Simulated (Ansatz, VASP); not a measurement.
**Si2Mo: VASP beside Ansatz**

Aim: how closely do two programs agree when they are given the same cell, functional and k mesh? The cell is taken from a series of runs on this material, whose earlier steps may have relaxed, scaled, displaced or heated it; both programs get it as it stands.

Calculated with Ansatz 0.2.0; plane waves, with VASP 6.6.1 beside it; LDA.

**1. Starting point**

The structure is tetragonal, space group I4/mmm (No. 139). Conventional cell: a = 3.163 Å, b = 3.163 Å, c = 7.755 Å, α = 90.00°, β = 90.00°, γ = 90.00°. Si has 5 Si at 2.56 to 2.60 Å and 5 Mo at 2.58 to 2.60 Å nearest. Nearest to Mo lie 10 Si at 2.58 to 2.60 Å. Farther neighbours are not listed.

**2. VASP: zone-centre phonons, LDA**

Second derivatives magnify differences that forces hide, and they need a tight electronic threshold.

Lines of VASP's logs that name or quote its potential files are left out, and so is its time.

INCAR reads:

```
SYSTEM = Si2Mo
PREC = Accurate
ENCUT = 500
EDIFF = 1E-08
NELM = 120
ISMEAR = 1
SIGMA = 0.2
LREAL = .FALSE.
ALGO = Normal
GGA = PW92
NBANDS = 17
LASPH = .TRUE.
LORBIT = 11
LWAVE = .FALSE.
LCHARG = .FALSE.
ISIF = 2
IBRION = 8
GGA_COMPAT = .FALSE.
KPAR = 2
```

POSCAR reads:

```
Si2Mo
1.0
   -1.5815432131      1.5815432131      3.8775296957
    1.5815432131     -1.5815432131      3.8775296957
    1.5815432131      1.5815432131     -3.8775296957
Si Mo
2 1
Direct
    0.3350968827      0.3350968827      0.0000000000
    0.6649031173      0.6649031173      0.0000000000
    0.0000000000      0.0000000000      0.0000000000
```

KPOINTS reads:

```
Automatic mesh
0
Gamma
20 20 20
0 0 0
```

PAW data sets: Si and Mo_sv (LDA family, release 64).

Launch:

```
$ mpirun -np 2 vasp_std
```

Numbers of over 12 decimals in the logs are rounded to 6 here.

Output:

```text
[banner, memory and clock lines left out]
running    2 mpi-ranks, on    1 nodes
 distrk:  each k-point on    1 cores,    2 groups
 distr:  one band on    1 cores,    1 groups

 POSCAR found type information on POSCAR SiMo
 POSCAR found :  2 types and       3 ions
|                                                                             |
|               ----> ADVICE to this user running VASP <----                  |
|                                                                             |
|     You enforced a specific xc type in the INCAR file but a different       |
|     [... a line on the potential file left out ...]
|     I HOPE YOU KNOW WHAT YOU ARE DOING!                                     |
|                                                                             |

 LDA part: xc-table for (Slater(with rela. corr.)+PW92), standard interpolation
 POSCAR, INCAR and KPOINTS ok, starting setup
 FFT: planning ... GRIDC
 FFT: planning ... GRID_SOFT
 FFT: planning ... GRID
 WAVECAR not read
 entering main loop
       N       E                     dE             d eps       ncg     rms          rms(c)
DAV:   1     0.122595391175E+03    0.12260E+03   -0.11008E+04 21810   0.120E+03
DAV:   2    -0.234272075114E+02   -0.14602E+03   -0.14349E+03 25390   0.316E+02
DAV:   3    -0.266794816143E+02   -0.32523E+01   -0.32247E+01 27662   0.427E+01
DAV:   4    -0.266983283983E+02   -0.18847E-01   -0.18824E-01 26262   0.350E+00
DAV:   5    -0.266984583403E+02   -0.12994E-03   -0.12993E-03 27855   0.307E-01    0.240E+01
DAV:   6    -0.259571347847E+02    0.74132E+00   -0.54259E+00 24756   0.168E+01    0.512E+00
DAV:   7    -0.258418242518E+02    0.11531E+00   -0.74889E-01 24145   0.597E+00    0.498E+00
DAV:   8    -0.258044425680E+02    0.37382E-01   -0.10052E-01 24358   0.251E+00    0.354E-01
DAV:   9    -0.258037162475E+02    0.72632E-03   -0.17428E-03 26363   0.370E-01    0.198E-01
DAV:  10    -0.258036007264E+02    0.11552E-03   -0.40099E-04 25328   0.174E-01    0.592E-02
DAV:  11    -0.258035939754E+02    0.67509E-05   -0.66987E-05 25084   0.626E-02    0.165E-02
DAV:  12    -0.258035931329E+02    0.84254E-06   -0.60743E-06 25042   0.158E-02    0.539E-03
DAV:  13    -0.258035930224E+02    0.11047E-06   -0.47585E-07 24226   0.633E-03    0.132E-03
DAV:  14    -0.258035930208E+02    0.16357E-08   -0.18340E-08 19520   0.114E-03
   1 F= -.25803593E+02 E0= -.25803770E+02  d E =0.531363E-03
 Linear response reoptimize wavefunctions to high precision
DAV:   1    -0.258035930209E+02   -0.73214E-10   -0.12703E-09 14301   0.360E-04
DAV:   2    -0.258035930209E+02   -0.16371E-10   -0.17610E-10 11832   0.124E-04
 Linear response DOF=           4
 Linear response progress:
  Degree of freedom:   1/  4
       N       E                     dE             d eps       ncg     rms          rms(c)
RMM:   1    -0.215588519495E-01   -0.21559E-01   -0.16717E-02176416   0.950E-01
RMM:   2    -0.168563006274E-01    0.47026E-02   -0.14674E-03113476   0.249E-01    0.968E-02
RMM:   3    -0.169373291048E-01   -0.81028E-04   -0.18716E-04114119   0.696E-02    0.507E-02
RMM:   4    -0.171066076116E-01   -0.16928E-03   -0.11332E-04117782   0.506E-02    0.105E-02
RMM:   5    -0.170960736667E-01    0.10534E-04   -0.15881E-06120412   0.131E-02    0.179E-03
RMM:   6    -0.170985415857E-01   -0.24679E-05   -0.20227E-07126777   0.259E-03    0.630E-04
RMM:   7    -0.170974101621E-01    0.11314E-05    0.39025E-08122708   0.702E-04    0.118E-04
RMM:   8    -0.170978773471E-01   -0.46718E-06    0.75401E-09133286   0.187E-04    0.533E-05
RMM:   9    -0.170979601994E-01   -0.82852E-07   -0.30256E-10126216   0.539E-05    0.188E-05
RMM:  10    -0.170979801909E-01   -0.19992E-07   -0.31530E-09126864   0.324E-05    0.489E-06
RMM:  11    -0.170979909032E-01   -0.10712E-07   -0.31808E-09134566   0.267E-05    0.139E-06
RMM:  12    -0.170979937806E-01   -0.28774E-08   -0.55424E-09117197   0.228E-05    0.264E-07
 first order change of Fermi-energy   0.18437E-04
 force on displaced ion       1 direction 1 :  -8.659  -0.000  -0.000
 Linear response progress:
  Degree of freedom:   2/  4
       N       E                     dE             d eps       ncg     rms          rms(c)
RMM:   1    -0.310576705806E-01   -0.31058E-01   -0.10092E-02 53402   0.120E+00
RMM:   2    -0.231843400457E-01    0.78733E-02   -0.25951E-03 35937   0.318E-01    0.156E-01
RMM:   3    -0.231715618297E-01    0.12778E-04   -0.67072E-04 33541   0.130E-01    0.117E-01
RMM:   4    -0.232318109162E-01   -0.60249E-04   -0.99932E-05 34564   0.657E-02    0.409E-02
RMM:   5    -0.232890929742E-01   -0.57282E-04   -0.18442E-05 36855   0.238E-02    0.159E-02
RMM:   6    -0.232936546671E-01   -0.45617E-05   -0.38497E-06 36896   0.869E-03    0.260E-03
RMM:   7    -0.232932774544E-01    0.37721E-06    0.48977E-08 37596   0.223E-03    0.602E-04
RMM:   8    -0.232925810546E-01    0.69640E-06   -0.19974E-07 36694   0.726E-04    0.321E-04
RMM:   9    -0.232929924023E-01   -0.41135E-06    0.13204E-09 37344   0.305E-04    0.529E-05
RMM:  10    -0.232930912126E-01   -0.98810E-07   -0.33577E-09 40393   0.113E-04    0.218E-05
RMM:  11    -0.232931254690E-01   -0.34256E-07   -0.14760E-08 38274   0.454E-05    0.303E-06
RMM:  12    -0.232931203584E-01    0.51106E-08   -0.80436E-09 41636   0.280E-05    0.171E-06
 first order change of Fermi-energy  -0.74091E-01
 force on displaced ion       1 direction 3 :   0.000   0.000 -13.812
 Linear response progress:
  Degree of freedom:   3/  4
       N       E                     dE             d eps       ncg     rms          rms(c)
RMM:   1    -0.861323877043E+00   -0.86132E+00    0.38199E-01 43167   0.285E+01
RMM:   2    -0.685397958125E+00    0.17593E+00   -0.26311E-01 58191   0.376E+00    0.166E-01
RMM:   3    -0.690509008985E+00   -0.51111E-02   -0.19285E-02 73726   0.842E-01    0.916E-02
RMM:   4    -0.689945037371E+00    0.56397E-03   -0.37055E-04 82473   0.149E-01    0.333E-02
RMM:   5    -0.689801422379E+00    0.14361E-03   -0.36061E-05 85331   0.371E-02    0.842E-03
RMM:   6    -0.689816531971E+00   -0.15110E-04   -0.49691E-06 81568   0.127E-02    0.101E-03
RMM:   7    -0.689821690184E+00   -0.51582E-05   -0.83809E-07 89368   0.410E-03    0.559E-04
RMM:   8    -0.689829568129E+00   -0.78779E-05   -0.15563E-07 80632   0.146E-03    0.177E-04
RMM:   9    -0.689832054660E+00   -0.24865E-05   -0.11877E-07 85184   0.663E-04    0.541E-05
RMM:  10    -0.689831002518E+00    0.10521E-05   -0.67828E-08 84983   0.353E-04    0.199E-05
RMM:  11    -0.689831181802E+00   -0.17928E-06   -0.75884E-08 86185   0.209E-04    0.956E-06
RMM:  12    -0.689831433685E+00   -0.25188E-06   -0.52430E-08 81622   0.164E-04    0.558E-06
RMM:  13    -0.689831326656E+00    0.10703E-06   -0.45329E-08 81992   0.127E-04    0.158E-06
RMM:  14    -0.689831353320E+00   -0.26664E-07   -0.45890E-08 83576   0.113E-04    0.562E-07
RMM:  15    -0.689831358662E+00   -0.53415E-08   -0.41507E-08 80137   0.106E-04    0.215E-07
 first order change of Fermi-energy  -0.97011E-03
 force on displaced ion       3 direction 1 : -10.753   0.000  -0.000
 Linear response progress:
  Degree of freedom:   4/  4
       N       E                     dE             d eps       ncg     rms          rms(c)
RMM:   1    -0.906409019989E+00   -0.90641E+00    0.81424E-01 23518   0.292E+01
RMM:   2    -0.731945362497E+00    0.17446E+00   -0.27428E-01 32222   0.382E+00    0.184E-01
RMM:   3    -0.736380787775E+00   -0.44354E-02   -0.19677E-02 39698   0.866E-01    0.914E-02
RMM:   4    -0.735513708865E+00    0.86708E-03   -0.56911E-04 42543   0.177E-01    0.318E-02
RMM:   5    -0.735274649655E+00    0.23906E-03   -0.52284E-05 45986   0.433E-02    0.133E-02
RMM:   6    -0.735207849001E+00    0.66801E-04   -0.60993E-06 47975   0.137E-02    0.379E-03
RMM:   7    -0.735226612131E+00   -0.18763E-04   -0.10276E-06 44322   0.545E-03    0.576E-04
RMM:   8    -0.735230377456E+00   -0.37653E-05   -0.23832E-07 49557   0.178E-03    0.326E-04
RMM:   9    -0.735232487398E+00   -0.21099E-05   -0.67122E-08 47690   0.631E-04    0.169E-04
RMM:  10    -0.735233509931E+00   -0.10225E-05   -0.18407E-08 45417   0.383E-04    0.233E-05
RMM:  11    -0.735233437363E+00    0.72568E-07   -0.39133E-08 48619   0.213E-04    0.134E-05
RMM:  12    -0.735233379813E+00    0.57549E-07   -0.16752E-08 50737   0.148E-04    0.291E-06
RMM:  13    -0.735233394025E+00   -0.14212E-07   -0.23552E-08 49250   0.119E-04    0.144E-06
RMM:  14    -0.735233416890E+00   -0.22865E-07   -0.17497E-08 47095   0.108E-04    0.381E-07
RMM:  15    -0.735233420503E+00   -0.36129E-08   -0.25886E-08 44424   0.102E-04    0.137E-07
 first order change of Fermi-energy   0.52985E-03
 force on displaced ion       3 direction 3 :   0.000   0.000 -14.125
 Linear response finished
```

Parts of OUTCAR (step 2):

```text
ion  position               nearest neighbor table
   1  0.335  0.335  0.000-   2 2.56   3 2.58   3 2.58   3 2.58   3 2.58   2 2.60   2 2.60   2 2.60
                             2 2.60   3 2.60
   2  0.665  0.665  0.000-   1 2.56   3 2.58   3 2.58   3 2.58   3 2.58   1 2.60   1 2.60   1 2.60
                             1 2.60   3 2.60
   3  0.000  0.000  0.000-   2 2.58   2 2.58   2 2.58   1 2.58   1 2.58   1 2.58   2 2.58   1 2.58
                             1 2.60   2 2.60

  LATTYP: Found a body centered tetragonal cell.
 ALAT       =     3.1630864262
 C/A-ratio  =     2.4517380642

 Subroutine GETGRP returns: Found 16 space group operations
 (whereof 16 operations were pure point group operations)

The static configuration has the point symmetry D_4h.

 Found    641 irreducible k-points:

   k-points           NKPTS =    641   k-points in BZ     NKDIM =    641   number of bands    NBANDS=     17

   dimension x,y,z NGX =    36 NGY =   36 NGZ =   36
   dimension x,y,z NGXF=    72 NGYF=   72 NGZF=   72

   ENCUT  =  500.0 eV  36.75 Ry    6.06 a.u.   8.16  8.16  8.16*2*pi/ulx,y,z

   NELECT =      22.0000    total number of electrons

 k-points in reciprocal lattice and weights: Automatic mesh
   0.00000000  0.00000000  0.00000000       0.000
   0.05000000 -0.00000000  0.00000000       0.001
   0.10000000 -0.00000000  0.00000000       0.001
   0.15000000 -0.00000000  0.00000000       0.001
   0.20000000 -0.00000000  0.00000000       0.001
   0.25000000 -0.00000000  0.00000000       0.001
   0.30000000 -0.00000000  0.00000000       0.001
   0.35000000 -0.00000000  0.00000000       0.001
   0.40000000  0.00000000  0.00000000       0.001
[...]
-0.45000000 -0.45000000  0.45000000       0.000
   0.50000000  0.50000000  0.50000000       0.000

 average (electrostatic) potential at core
       1 -78.4639       2 -78.4639       3 -68.5723

  Total        0.6629753      0.6629753      0.6682047      0.0000000      0.0000000     -0.0000000
  in kB       27.3798252     27.3798252     27.5957930      0.0000000      0.0000000     -0.0000000
  external PRESSURE =      27.4518145 kB  Pullay stress =       0.0000000 kB

  energy-cutoff  :      500.00
  volume of cell :       38.80
      direct lattice vectors                 reciprocal lattice vectors
    -1.581543213  1.581543213  3.877529696     0.000000000  0.316146910  0.128948078
     1.581543213 -1.581543213  3.877529696     0.316146910  0.000000000  0.128948078
     1.581543213  1.581543213 -3.877529696     0.316146910  0.316146910  0.000000000

 POSITION                                       TOTAL-FORCE (eV/Angst)
 -----------------------------------------------------------------------------------
      0.00000      0.00000      2.59870         0.000000      0.000000     -0.008250
      0.00000      0.00000      5.15636        -0.000000     -0.000000      0.008250
      0.00000      0.00000      0.00000         0.000000      0.000000     -0.000000
 -----------------------------------------------------------------------------------
    total drift:                               -0.000000      0.000000      0.000000

 Eigenvectors and eigenvalues of the dynamical matrix
 ----------------------------------------------------

   1 f  =   13.376686 THz    84.048198 2PiTHz  446.198222 cm-1    55.321504 meV
             X         Y         Z           dx          dy          dz
      0.000000  0.000000  2.598696     0.000000   -0.000000    0.707107
      0.000000  0.000000  5.156363     0.000000    0.000000   -0.707107
      0.000000  0.000000  0.000000     0.000000    0.000000    0.000000

   2 f  =   10.194866 THz    64.056235 2PiTHz  340.064139 cm-1    42.162561 meV
             X         Y         Z           dx          dy          dz
      0.000000  0.000000  2.598696    -0.520704    0.478401    0.000000
      0.000000  0.000000  5.156363     0.520704   -0.478401   -0.000000
      0.000000  0.000000  0.000000    -0.000000    0.000000    0.000000

   3 f  =   10.194866 THz    64.056235 2PiTHz  340.064139 cm-1    42.162561 meV
             X         Y         Z           dx          dy          dz
      0.000000  0.000000  2.598696     0.478401    0.520704   -0.000000
      0.000000  0.000000  5.156363    -0.478401   -0.520704    0.000000
      0.000000  0.000000  0.000000    -0.000000    0.000000    0.000000

   4 f  =    9.870778 THz    62.019926 2PiTHz  329.253708 cm-1    40.822239 meV
             X         Y         Z           dx          dy          dz
      0.000000  0.000000  2.598696     0.000000   -0.000000   -0.561561
      0.000000  0.000000  5.156363     0.000000   -0.000000   -0.561561
      0.000000  0.000000  0.000000     0.000000   -0.000000    0.607699

   5 f  =    8.611726 THz    54.109072 2PiTHz  287.256270 cm-1    35.615222 meV
             X         Y         Z           dx          dy          dz
      0.000000  0.000000  2.598696     0.000000    0.561537   -0.000000
      0.000000  0.000000  5.156363     0.000000    0.561537   -0.000000
      0.000000  0.000000  0.000000     0.000000   -0.607744    0.000000

   6 f  =    8.611726 THz    54.109072 2PiTHz  287.256270 cm-1    35.615222 meV
             X         Y         Z           dx          dy          dz
      0.000000  0.000000  2.598696    -0.561537   -0.000000    0.000000
      0.000000  0.000000  5.156363    -0.561537   -0.000000   -0.000000
      0.000000  0.000000  0.000000     0.607744   -0.000000    0.000000

   7 f/i=    0.000266 THz     0.001673 2PiTHz    0.008883 cm-1     0.001101 meV
             X         Y         Z           dx          dy          dz
      0.000000  0.000000  2.598696    -0.000000    0.000000    0.429708
      0.000000  0.000000  5.156363    -0.000000    0.000000    0.429708
      0.000000  0.000000  0.000000    -0.000000    0.000000    0.794167

   8 f/i=    0.000720 THz     0.004526 2PiTHz    0.024028 cm-1     0.002979 meV
             X         Y         Z           dx          dy          dz
      0.000000  0.000000  2.598696    -0.259799    0.342317   -0.000000
      0.000000  0.000000  5.156363    -0.259799    0.342317   -0.000000
      0.000000  0.000000  0.000000    -0.480092    0.632581   -0.000000

   9 f/i=    0.000720 THz     0.004526 2PiTHz    0.024028 cm-1     0.002979 meV
             X         Y         Z           dx          dy          dz
      0.000000  0.000000  2.598696     0.342317    0.259799   -0.000000
      0.000000  0.000000  5.156363     0.342317    0.259799   -0.000000
      0.000000  0.000000  0.000000     0.632581    0.480092   -0.000000

 ELASTIC MODULI CONTR FROM IONIC RELAXATION (kBar)
 Direction    XX          YY          ZZ          XY          YZ          ZX
 --------------------------------------------------------------------------------
 XX         -16.6442    -16.6442    -28.8105      0.0000      0.0000      0.0000
 YY         -16.6442    -16.6442    -28.8105      0.0000      0.0000      0.0000
 ZZ         -28.8105    -28.8105    -49.8699      0.0000      0.0000      0.0000
 XY           0.0000      0.0000      0.0000      0.0000      0.0000      0.0000
 YZ           0.0000      0.0000      0.0000      0.0000    -38.6924      0.0000
 ZX           0.0000      0.0000      0.0000      0.0000      0.0000    -15.1408
 --------------------------------------------------------------------------------
```

(Continued in part 2 of 2.)

[Lines on the potential files, build, host, timing and source positions are cut from VASP's logs without a mark.]

[Logs are printed without paths, hosts, clocks, repeated set-up lines and the standing remarks that a program may print on its own settings, such as how far it seeks lower states.]

[Hosts, paths, dates, database ids (printed as entryN), source tags and the programs' standing remarks are cut or masked in the printed files.]
